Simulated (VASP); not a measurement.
Data:

```
CELL_PARAMETERS angstrom
      2.57160     1.48472     4.59431
     -2.57160     1.48472     4.59431
      0.00000    -2.96943     4.59431
ATOMIC_POSITIONS crystal
  Li 0.71720 0.71720 0.71720
  Li 0.21720 0.21720 0.21720
  Ta 0.00139 0.00139 0.00139
  Ta 0.50139 0.50139 0.50139
  O  0.77503 0.38318 0.13501
  O  0.13501 0.77503 0.38318
  O  0.38318 0.13501 0.77503
  O  0.63501 0.88318 0.27503
  O  0.88318 0.27503 0.63501
  O  0.27503 0.63501 0.88318
```

All values below come from PBEsol GGA, VASP's PBE PAW potentials (set 64) (plane waves; VASP 6.6.1). Settings: 520 eV cut-off, 6×6×6 Γ-centred mesh, tetrahedra with Blöchl corrections, potentials Li_sv Ta_pv O.

The cores are frozen, which limits the accuracy of field gradients.

Q: Give the principal components of the electric field gradient (V/Å²) and the asymmetry η at each nucleus.

A: 
| atom | Vxx | Vyy | Vzz | η |
|---|---|---|---|---|
| Li1 | -0.2 | -0.2 | 0.5 | - |
| Li2 | -0.2 | -0.2 | 0.5 | - |
| Ta3 | -13.6 | -13.6 | 27.1 | 0.00 |
| Ta4 | -13.6 | -13.6 | 27.1 | 0.00 |
| O5 | -15.6 | -0.4 | 16.1 | 0.95 |
| O6 | -15.6 | -0.4 | 16.1 | 0.95 |
| O7 | -15.6 | -0.4 | 16.1 | 0.95 |
| O8 | -15.6 | -0.4 | 16.1 | 0.95 |
| O9 | -15.6 | -0.4 | 16.1 | 0.95 |
| O10 | -15.6 | -0.4 | 16.1 | 0.95 |

The structure comes from a computed database's LiTaO3 entry (R3c); how it stands against other phases isn't given here. It was relaxed first.
